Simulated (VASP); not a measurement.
Computed with optB88-vdW, VASP's PBE PAW potentials (set 64) (plane waves; VASP).

Input for VASP

**INCAR**
```
AGGAC = 0.0
ALGO = Normal
EDIFF = 1E-7
ENCUT = 520
GGA = BO
ISIF = 2
ISMEAR = -5
LASPH = T
LCHARG = T
LMAXMIX = 4
LORBIT = 11
LREAL = F
LUSE_VDW = T
LWAVE = F
NEDOS = 601
NELM = 100
PARAM1 = 0.1833333333
PARAM2 = 0.22
PREC = Accurate
SYSTEM = Nb
```

**POSCAR**
```
Nb
1
   -1.6519438624     1.6519438624     1.6519438624
    1.6519438624    -1.6519438624     1.6519438624
    1.6519438624     1.6519438624    -1.6519438624
Nb
1
Direct
  0.0000000000   0.0000000000   0.0000000000
```

### KPOINTS
```
Automatic mesh
0
Gamma
17 17 17
0 0 0
```

POTCAR, in this order: Nb_sv (PBE.64 set). Program: vasp_std.

The resulting files:

OSZICAR:
```
       N       E                     dE             d eps       ncg     rms          rms(c)
DAV:   1     0.120101024316E+03    0.12010E+03   -0.74809E+03  3316   0.129E+03
DAV:   2    -0.212760955498E+01   -0.12223E+03   -0.11923E+03  3542   0.446E+02
DAV:   3    -0.729239996643E+01   -0.51648E+01   -0.49258E+01  4832   0.783E+01
DAV:   4    -0.757656387445E+01   -0.28416E+00   -0.28184E+00  4722   0.166E+01
DAV:   5    -0.758726584417E+01   -0.10702E-01   -0.10679E-01  5008   0.257E+00    0.693E+00
DAV:   6    -0.726274826600E+01    0.32452E+00   -0.65620E-01  5092   0.107E+01    0.252E+00
DAV:   7    -0.722921011196E+01    0.33538E-01   -0.19257E-01  5158   0.567E+00    0.896E-01
DAV:   8    -0.723424448307E+01   -0.50344E-02   -0.11536E-02  3732   0.161E+00    0.483E-02
DAV:   9    -0.723430455589E+01   -0.60073E-04   -0.83559E-04  5842   0.325E-01    0.451E-02
DAV:  10    -0.723432494758E+01   -0.20392E-04   -0.29700E-05  4104   0.808E-02    0.149E-02
DAV:  11    -0.723431872523E+01    0.62224E-05   -0.55784E-06  3826   0.419E-02    0.243E-03
DAV:  12    -0.723431869613E+01    0.29097E-07   -0.13935E-07  2780   0.522E-03
   1 F= -.72343187E+01 E0= -.72343187E+01  d E =0.000000E+00
```

OUTCAR:
```
------------------------ aborting loop because EDIFF is reached ----------------------------------------
  FORCE on cell =-STRESS in cart. coord.  units (eV):
  Direction    XX          YY          ZZ          XY          YZ          ZX
  --------------------------------------------------------------------------------------
  Total       -0.0135901     -0.0135901     -0.0135901      0.0000000     -0.0000000     -0.0000000
  in kB       -1.2075009     -1.2075009     -1.2075009      0.0000000     -0.0000000     -0.0000000
  external PRESSURE =      -1.2075009 kB  Pullay stress =       0.0000000 kB
  volume of cell :       18.03
      direct lattice vectors                 reciprocal lattice vectors
    -1.651943862  1.651943862  1.651943862     0.000000000  0.302673724  0.302673724
     1.651943862 -1.651943862  1.651943862     0.302673724  0.000000000  0.302673724
     1.651943862  1.651943862 -1.651943862     0.302673724  0.302673724  0.000000000
 POSITION                                       TOTAL-FORCE (eV/Angst)
 -----------------------------------------------------------------------------------
      0.00000      0.00000      0.00000        -0.000000      0.000000     -0.000000
 -----------------------------------------------------------------------------------
    total drift:                               -0.000000     -0.000000      0.000000
  FREE ENERGIE OF THE ION-ELECTRON SYSTEM (eV)
  ---------------------------------------------------
  free  energy   TOTEN  =        -7.2343186961 eV

  energy  without entropy=       -7.2343186961  energy(sigma->0) =       -7.23431870

 total charge

# of ion       s       p       d       tot
------------------------------------------
    1        2.222   5.991   2.546  10.759
```
(Selected blocks of OUTCAR.)

For a metal the tetrahedron method with Blöchl corrections gives inexact stress and forces.

The compound is Nb in the bcc structure. It was relaxed first.
